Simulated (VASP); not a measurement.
## MnS (Rambergite): structure and properties in VASP

Aim: relax MnS (Rambergite), then compute properties on the relaxed cell. The steps: magnetic order: ferromagnetic, magnetic order: antiferromagnetic within the cell, magnetic order: antiferromagnetic, q = (0, 0, 1/2), magnetic order: antiferromagnetic, q = (1/2, 1/2, 1/2), magnetic order: antiferromagnetic, q = (1/2, 1/2, 0), the orders side by side, relaxing cell and atoms (r2SCAN), second relaxation, density, ELF and potential (r2SCAN), band structure (r2SCAN), density of states (r2SCAN), electric field gradients (r2SCAN), independent-particle dielectric function (r2SCAN) and a single point (r2SCAN), changed input. The start is a cell from a database of measured crystal structures.

Calculated with VASP 6.6.1; r2SCAN, spin-polarised from a ferromagnetic start; plane waves and PAW (Mn_pv, S), in the first sound run; inputs show where later runs differ.

Most raw output is cut from this account.

The database entry behind the starting cell differs from later determinations by our own check (about 0.3 % short against later determinations), so it need not match the best structure at ambient conditions.

### 1. The structure

The structure is hexagonal, space group P6_3mc (No. 186). Conventional cell: a = 3.976 Å, b = 3.976 Å, c = 6.432 Å, α = 90.00°, β = 90.00°, γ = 120.00°. Mn has 4 S at 2.41 to 2.48 Å nearest. Nearest to S lie 4 Mn at 2.41 to 2.48 Å. Farther neighbours and most contacts between anions are not listed.

Coordinates:

```
Mn S
1.0
     3.97600    0.00000    0.00000
    -1.98800    3.44332    0.00000
     0.00000    0.00000    6.43200
Mn S
2 2
Cartesian
  0.0000 2.2955 0.0000
  1.9880 1.1478 3.2160
  0.0000 2.2955 2.4763
  1.9880 1.1478 5.6923
```

### 2. Magnetic order: ferromagnetic

The properties of a magnet depend on its order, so a few collinear patterns are compared first on the cell as listed, beginning with all moments parallel. r2SCAN adds the kinetic-energy density, costs more than a GGA and is run with LASPH.

The input, INCAR:

```
SYSTEM = MnS
PREC = Accurate
ENCUT = 400
EDIFF = 1E-06
NELM = 100
ISMEAR = 0
SIGMA = 0.05
LREAL = .FALSE.
ALGO = Normal
METAGGA = R2SCAN
LASPH = .TRUE.
NBANDS = 32
ISPIN = 2
MAGMOM = 4 4 0 0
LMAXMIX = 4
LORBIT = 11
LWAVE = .FALSE.
LCHARG = .FALSE.
KPAR = 8
ISIF = 2
```

The input, POSCAR:

```
MnS
1.0
    3.9760000000      0.0000000000      0.0000000000
   -1.9880000000      3.4433170054      0.0000000000
    0.0000000000      0.0000000000      6.4320000000
Mn S
2 2
Direct
    0.3333333333      0.6666666667      0.0000000000
    0.6666666667      0.3333333333      0.5000000000
    0.3333333333      0.6666666667      0.3850000000
    0.6666666667      0.3333333333      0.8850000000
```

The input, KPOINTS:

```
Automatic mesh
0
Gamma
7 7 4
0 0 0
```

Potentials, in the order of the species: Mn_pv and S (PBE family, release 64).

Run with:

```
> mpirun -np 8 vasp_std
```

The job ended after 39 s (8 MPI ranks of AMD EPYC 9R45, shared host; peak memory 2 GiB; 4.6 min of CPU time).

The gap is read on the k-mesh alone, so it is an upper bound where the band edges lie off the mesh. The valence top and the conduction bottom belong to opposite spins. The PAW data sets were made with PBE, which is usual practice but a small mismatch for other functionals.

This step gave:

| Quantity | Value |
| --- | --- |
| SCF cycles | 16 |
| electrons | 38 |
| bands | 32 |
| irreducible k-points | 24 |
| symmetry operations | 12 |
| free energy (TOTEN) | -49.77 eV |
| Fermi energy | 4.696 eV |
| pressure | 1.189 GPa |
| moment of the cell, from the last line of the log | 10.000 μB |
| metallic | no |
| valence top at k | 0, 0, 0 |
| conduction bottom at k | 0.4286, 0, 0 |
| least direct gap at k | 0, 0, 0 |
| gap on the k-mesh | 0.7468 eV |
| least direct gap on the k-mesh | 1.341 eV |

Spin moment in the PAW sphere by atom:

```csv
atom,spin moment in the PAW sphere (μB)
Mn1,4.47
Mn2,4.47
S3,0.08
S4,0.08
```

Force by atom:

```csv
atom,x (eV/Å),y (eV/Å),z (eV/Å),size
Mn1,0.000,0.000,0.222,0.222
Mn2,0.000,0.000,0.222,0.222
S3,0.000,0.000,-0.222,0.222
S4,0.000,0.000,-0.222,0.222
```

The run ends ferromagnetic with a largest moment of 4.47 μB, and the mesh shows a gap of 0.75 eV.

### 3. Magnetic order: antiferromagnetic within the cell

This step: r2SCAN, spin-polarised from an antiferromagnetic start; plane waves and PAW (Mn_pv, S) (VASP 6.6.1).

Next, a pattern with opposite moments.

Edit INCAR of step 2 so:

```diff
@@ -11,5 +11,5 @@
 LASPH = .TRUE.
-NBANDS = 32
+NBANDS = 27
 ISPIN = 2
-MAGMOM = 4 4 0 0
+MAGMOM = 4 -4 0 0
 LMAXMIX = 4
```

POSCAR is that of step 2.

KPOINTS is that of step 2.

Run with:

```
> mpirun -np 8 vasp_std
```

Wall time 39 s (8 MPI ranks); peak memory 1.9 GiB.

Numbers from this step:

```yaml
scf_cycles: 19
bands: 27
free_energy_toten: -49.98 eV
fermi_energy: 4.126 eV
pressure: -0.7618 GPa
conduction_bottom_at_k: 0.2857, 0.2857, 0.5
gap_on_the_k_mesh: 1.626 eV
least_direct_gap_on_the_k_mesh: 2.346 eV
```

Spin moment in the PAW sphere by atom:

```
atom  spin moment in the PAW sphere (μB)
 Mn1                                4.38
 Mn2                               -4.38
  S3                               -0.03
  S4                                0.03
```

Force by atom:

| atom | x (eV/Å) | y (eV/Å) | z (eV/Å) | size |
| --- | --- | --- | --- | --- |
| Mn1 | 0.000 | 0.000 | 0.452 | 0.452 |
| Mn2 | 0.000 | 0.000 | 0.452 | 0.452 |
| S3 | 0.000 | 0.000 | -0.452 | 0.452 |
| S4 | 0.000 | 0.000 | -0.452 | 0.452 |

The energy lies -52.7 meV an atom from the first pattern. The run ends antiferromagnetic with a largest moment of 4.38 μB, and the mesh shows a gap of 1.63 eV.

### 4. Magnetic order: antiferromagnetic, q = (0, 0, 1/2)

System of this step: MnS (Rambergite). It takes space group P6_3mc (No. 186, hexagonal). The conventional cell has a = 3.976 Å, b = 3.976 Å, c = 6.432 Å, α = 90.00°, β = 90.00°, γ = 120.00°. Mn has 4 S at 2.41 to 2.48 Å nearest. S has 4 Mn at 2.41 to 2.48 Å nearest. Farther neighbours and most contacts between anions are not listed.

Next, a pattern with opposite moments, which needs a doubled cell; q is given in the reciprocal vectors of the primitive cell.

Edit INCAR of step 3 so:

```diff
@@ -11,5 +11,5 @@
 LASPH = .TRUE.
-NBANDS = 27
+NBANDS = 51
 ISPIN = 2
-MAGMOM = 4 -4 0 0
+MAGMOM = 4 -4 4 -4 0 0 0 0
 LMAXMIX = 4
```

The input, POSCAR:

```
MnS
1.0
    3.9760000000      0.0000000000      0.0000000000
   -1.9880000000      3.4433170054      0.0000000000
    0.0000000000      0.0000000000     12.8640000000
Mn S
4 4
Direct
    0.3333333333      0.6666666667      0.0000000000
    0.3333333333      0.6666666667      0.5000000000
    0.6666666667      0.3333333333      0.2500000000
    0.6666666667      0.3333333333      0.7500000000
    0.3333333333      0.6666666667      0.1925000000
    0.3333333333      0.6666666667      0.6925000000
    0.6666666667      0.3333333333      0.4425000000
    0.6666666667      0.3333333333      0.9425000000
```

The input, KPOINTS:

```
Automatic mesh
0
Gamma
7 7 2
0 0 0
```

Run with:

```
> mpirun -np 8 vasp_std
```

The job ended after 1.8 min (8 MPI ranks; peak memory 3 GiB; 13 min of CPU time).

This step gave:

```
SCF cycles                     : 20
electrons                      : 76
bands                          : 51
irreducible k-points           : 16
symmetry operations            : 6
free energy (TOTEN)            : -99.7837 eV
Fermi energy                   : 4.392 eV
pressure                       : 0.03282 GPa
conduction bottom at k         : 0.2857, 0.2857, 0
gap on the k-mesh              : 1.289 eV
least direct gap on the k-mesh : 1.933 eV
```

Spin moment in the PAW sphere by atom:

```
atom  spin moment in the PAW sphere (μB)
 Mn1                                4.41
 Mn2                               -4.41
 Mn3                                4.41
 Mn4                               -4.41
  S5                                0.06
  S6                               -0.06
  S7                               -0.04
  S8                                0.04
```

Force by atom:

```csv
atom,x (eV/Å),y (eV/Å),z (eV/Å),size
Mn1,0.000,0.000,0.201,0.201
Mn2,0.000,0.000,0.201,0.201
Mn3,0.000,0.000,0.477,0.477
Mn4,0.000,0.000,0.477,0.477
S5,0.000,0.000,-0.285,0.285
S6,0.000,0.000,-0.285,0.285
S7,0.000,0.000,-0.393,0.393
S8,0.000,0.000,-0.393,0.393
```

The energy lies -30.0 meV an atom from the first pattern. The run ends antiferromagnetic with a largest moment of 4.41 μB, and the mesh shows a gap of 1.29 eV.

### 5. Magnetic order: antiferromagnetic, q = (1/2, 1/2, 1/2)

INCAR is that of step 4.

The input, POSCAR:

```
MnS
1.0
    7.9520000000      0.0000000000      0.0000000000
    1.9880000000      3.4433170054      0.0000000000
    3.9760000000      0.0000000000      6.4320000000
Mn S
4 4
Direct
    0.8333333333      0.6666666667      0.0000000000
    0.3333333333      0.6666666667      0.0000000000
    0.9166666667      0.3333333333      0.5000000000
    0.4166666667      0.3333333333      0.5000000000
    0.6408333333      0.6666666667      0.3850000000
    0.1408333333      0.6666666667      0.3850000000
    0.7241666667      0.3333333333      0.8850000000
    0.2241666667      0.3333333333      0.8850000000
```

The input, KPOINTS:

```
Automatic mesh
0
Gamma
7 7 7
0 0 0
```

Run with:

```
> mpirun -np 8 vasp_std
```

The job ended after 11 min (8 MPI ranks; peak memory 7.2 GiB; 82 min of CPU time).

Numbers from this step:

- irreducible k-points: 100
- symmetry operations: 2
- free energy (TOTEN): -100.1584 eV
- Fermi energy: 3.720 eV
- pressure: -1.606 GPa
- valence top at k: 0.4286, 0, 0
- conduction bottom at k: 0, -0.4286, 0.4286
- least direct gap at k: -0.1429, 0, -0.2857
- gap on the k-mesh: 2.17 eV
- least direct gap on the k-mesh: 2.419 eV

Spin moment in the PAW sphere by atom:

```
atom  spin moment in the PAW sphere (μB)
 Mn1                                4.34
 Mn2                               -4.34
 Mn3                                4.34
 Mn4                               -4.34
  S5                                0.00
  S6                                0.00
  S7                                0.03
  S8                               -0.03
```

Force by atom:

```csv
atom,x (eV/Å),y (eV/Å),z (eV/Å),size
Mn1,0.172,-0.099,0.235,0.308
Mn2,0.172,-0.099,0.235,0.308
Mn3,-0.016,0.009,0.146,0.147
Mn4,-0.016,0.009,0.146,0.147
S5,0.019,-0.011,-0.208,0.209
S6,0.019,-0.011,-0.208,0.209
S7,-0.174,0.100,-0.173,0.265
S8,-0.174,0.100,-0.173,0.265
```

The energy lies -76.9 meV an atom from the first pattern. The run ends antiferromagnetic with a largest moment of 4.34 μB, and the mesh shows a gap of 2.17 eV.

### 6. Magnetic order: antiferromagnetic, q = (1/2, 1/2, 0)

INCAR is that of step 5.

The input, POSCAR:

```
MnS
1.0
    7.9520000000      0.0000000000      0.0000000000
    1.9880000000      3.4433170054      0.0000000000
    0.0000000000      0.0000000000      6.4320000000
Mn S
4 4
Direct
    0.8333333333      0.6666666667      0.0000000000
    0.3333333333      0.6666666667      0.0000000000
    0.1666666667      0.3333333333      0.5000000000
    0.6666666667      0.3333333333      0.5000000000
    0.8333333333      0.6666666667      0.3850000000
    0.3333333333      0.6666666667      0.3850000000
    0.1666666667      0.3333333333      0.8850000000
    0.6666666667      0.3333333333      0.8850000000
```

The input, KPOINTS:

```
Automatic mesh
0
Gamma
7 7 4
0 0 0
```

Run with:

```
> mpirun -np 8 vasp_std
```

It took 3.9 min on 8 MPI ranks; peak memory 4.4 GiB.

This step gave:

```
SCF cycles                     : 17
irreducible k-points           : 48
symmetry operations            : 4
free energy (TOTEN)            : -100.2210 eV
Fermi energy                   : 3.535 eV
pressure                       : -1.895 GPa
conduction bottom at k         : 0, 0.4286, 0
least direct gap at k          : 0.1429, 0, 0
gap on the k-mesh              : 2.437 eV
least direct gap on the k-mesh : 2.534 eV
```

Spin moment in the PAW sphere by atom:

```csv
atom,spin moment in the PAW sphere (μB)
Mn1,4.33
Mn2,-4.33
Mn3,4.33
Mn4,-4.33
S5,0.00
S6,0.00
S7,0.00
S8,0.00
```

Force by atom:

```csv
atom,x (eV/Å),y (eV/Å),z (eV/Å),size
Mn1,0.020,-0.012,0.245,0.246
Mn2,0.020,-0.012,0.245,0.246
Mn3,-0.020,0.012,0.245,0.246
Mn4,-0.020,0.012,0.245,0.246
S5,0.048,-0.028,-0.245,0.251
S6,0.048,-0.028,-0.245,0.251
S7,-0.048,0.028,-0.245,0.251
S8,-0.048,0.028,-0.245,0.251
```

The energy lies -84.7 meV an atom from the first pattern. The run ends antiferromagnetic with a largest moment of 4.33 μB, and the mesh shows a gap of 2.44 eV.

### 7. The orders side by side

This step: collinear orders at r2SCAN; plane waves and PAW (VASP 6.6.1).

No new run; the numbers come from the runs before.

Patterns, by row:

```csv
start,atoms,energy less that of the first (meV/atom),largest site moment (μB),end state
ferromagnetic,4,0,4.47,ferromagnetic
antiferromagnetic within the cell,4,-52.7,4.38,antiferromagnetic
"antiferromagnetic, q = (0, 0, 1/2)",8,-30,4.41,antiferromagnetic
"antiferromagnetic, q = (1/2, 1/2, 1/2)",8,-76.9,4.34,antiferromagnetic
"antiferromagnetic, q = (1/2, 1/2, 0)",8,-84.7,4.33,antiferromagnetic
```

The session goes on in the lowest magnetic state found: antiferromagnetic, q = (1/2, 1/2, 0). The next one lies 7.8 meV an atom higher.

### 8. Relaxing cell and atoms (r2SCAN)

This step: r2SCAN, spin-polarised from an antiferromagnetic start; plane waves and PAW (Mn_pv, S) (VASP 6.6.1).

Properties are meant for the cell that this level of theory prefers, so cell and atoms are relaxed first (ISIF = 3) until forces and stress are small; EDIFFG sets the threshold.

Edit INCAR of step 6 so:

```diff
@@ -13,3 +13,3 @@
 ISPIN = 2
-MAGMOM = 4 -4 4 -4 0 0 0 0
+MAGMOM = 4.33 -4.33 4.33 -4.33 0 -0 0 -0
 LMAXMIX = 4
@@ -19,2 +19,5 @@
 KPAR = 8
-ISIF = 2
+IBRION = 2
+NSW = 60
+ISIF = 3
+EDIFFG = -0.01
```

POSCAR is that of step 6.

The input, KPOINTS:

```
Automatic mesh
0
Gamma
6 6 3
0 0 0
```

Run with:

```
> mpirun -np 8 vasp_std
```

Run time: 21 min. Hardware: 8 MPI ranks; peak memory 3.8 GiB.

The magnetic order is the lowest of the few collinear ones that converged above; longer or canted patterns were not tried. The cell is doubled for it, so bands and modes from the zone boundary of the chemical cell fold onto Γ and the labels are those of the larger cell. The run keeps the 4 symmetry operations of its start, so it cannot find a distortion of lower symmetry.

The steps of the relaxation:

```csv
step,energy less that of the first step (eV),largest force (eV/Å),pressure (GPa),volume (Å³)
1,0.0000,0.2504,-1.90,176.12
2,-0.0584,0.0882,0.26,169.54
3,-0.0585,0.0946,0.18,169.81
4,-0.0584,0.0978,0.13,169.93
5,-0.0620,0.0561,0.00,170.19
6,-0.0649,0.0240,-0.17,170.70
7,-0.0674,0.0134,-0.13,170.58
8,-0.0699,0.0097,-0.08,170.41
9,-0.0705,0.0328,0.01,170.06
10,-0.0710,0.0236,-0.03,170.23
11,-0.0710,0.0240,-0.02,170.22
12,-0.0712,0.0091,0.00,170.12
```

| cell as run | before | after | change |
| --- | --- | --- | --- |
| a (Å) | 7.952 | 7.799 | -1.9 % |
| b (Å) | 3.976 | 3.932 | -1.1 % |
| c (Å) | 6.432 | 6.423 | -0.1 % |
| γ (°) | 60.00 | 59.73 | -0.5 % |
| volume (Å³/atom) | 22.01 | 21.27 | -3.4 % |

The atoms that moved most (Å, as changes of fractional coordinates times the final cell):

```
atom      dx      dy      dz  length
 Mn1  -0.006   0.003   0.036   0.037
 Mn2  -0.006   0.003   0.036   0.037
 Mn4   0.006  -0.003   0.036   0.037
 Mn3   0.006  -0.003   0.036   0.037
  S6   0.001   0.000  -0.036   0.036
  S5   0.001   0.000  -0.036   0.036
  S7  -0.001   0.000  -0.036   0.036
  S8  -0.001   0.000  -0.036   0.036
```

The relaxed structure:

```cif
data_structure
_symmetry_space_group_name_H-M 'P 1'
_symmetry_Int_Tables_number 1
_cell_length_a 7.7994
_cell_length_b 3.9320
_cell_length_c 6.4234
_cell_angle_alpha 90.000
_cell_angle_beta 90.000
_cell_angle_gamma 59.725
_cell_volume 170.12
loop_
_atom_site_label
_atom_site_type_symbol
_atom_site_fract_x
_atom_site_fract_y
_atom_site_fract_z
_atom_site_occupancy
Mn1 Mn 0.83234 0.66766 0.00564 1
Mn2 Mn 0.33234 0.66766 0.00564 1
Mn3 Mn 0.16766 0.33234 0.50564 1
Mn4 Mn 0.66766 0.33234 0.50564 1
S5 S 0.83343 0.66657 0.37936 1
S6 S 0.33343 0.66657 0.37936 1
S7 S 0.16657 0.33343 0.87936 1
S8 S 0.66657 0.33343 0.87936 1
```

A gap read on the k-mesh alone can miss the band edges.

This step gave:

```
irreducible k-points            : 32
free energy (TOTEN)             : -100.2919 eV
Fermi energy                    : 3.802 eV
pressure                        : 0.003048 GPa
valence top at k                : 0.5, 0, 0
conduction bottom at k          : 0, 0, 0
least direct gap at k           : 0, 0, 0
SCF cycles over all ionic steps : 130
gap on the k-mesh               : 2.417 eV
least direct gap on the k-mesh  : 2.462 eV
```

Spin moment in the PAW sphere by atom:

```csv
atom,spin moment in the PAW sphere (μB)
Mn1,4.29
Mn2,-4.29
Mn3,4.29
Mn4,-4.29
S5,0.00
S6,0.00
S7,0.00
S8,0.00
```

It ends with a largest force of 0.009 eV/Å and a pressure of 0.00 GPa.

### 9. Second relaxation

A relaxation keeps the plane waves of the cell it began with, so it is repeated from the new cell, on a basis made for it.

INCAR is that of step 8.

The input, POSCAR:

```
MnS
1.0
    7.7992791192      0.0373804432      0.0000000000
    1.9660059865      3.4052222566      0.0000000000
    0.0000000000      0.0000000000      6.4234213796
Mn S
4 4
Direct
    0.8323392512      0.6676607488      0.0056383006
    0.3323392512      0.6676607488      0.0056383006
    0.1676607488      0.3323392512      0.5056383006
    0.6676607488      0.3323392512      0.5056383006
    0.8334347064      0.6665652936      0.3793616994
    0.3334347064      0.6665652936      0.3793616994
    0.1665652936      0.3334347064      0.8793616994
    0.6665652936      0.3334347064      0.8793616994
```

KPOINTS is that of step 8.

Run with:

```
> mpirun -np 8 vasp_std
```

Elapsed: 3 min, on 8 MPI ranks; peak memory 3.6 GiB; 22 min of CPU time.

Little changed from the start: no atom moved by 0.005 Å and no cell edge by 0.1 %.

This step gave:

```
free energy (TOTEN)             : -100.2764 eV
pressure                        : -0.01234 GPa
SCF cycles over all ionic steps : 20
gap on the k-mesh               : 2.418 eV
least direct gap on the k-mesh  : 2.463 eV
```

It ends with a largest force of 0.009 eV/Å and a pressure of -0.01 GPa. The volume moved by under 0.01 %: the run met its threshold at the first step.

(Part 1 of 2 ends here.)

[Lines on the potential files, build, host, timing and source positions are cut from VASP's logs without a mark.]

[Logs are printed without paths, hosts, clocks, repeated set-up lines and the standing remarks that a program may print on its own settings, such as how far it seeks lower states.]

[Hosts, paths, dates, database ids (printed as entryN), source tags and the programs' standing remarks are cut or masked in the printed files.]

[A measured line is paired with the nearest computed mode of its activity, which favours agreement.]

[In band tables of VASP the shares of atoms and orbitals are scaled to a sum of 1 inside the atoms' spheres.]
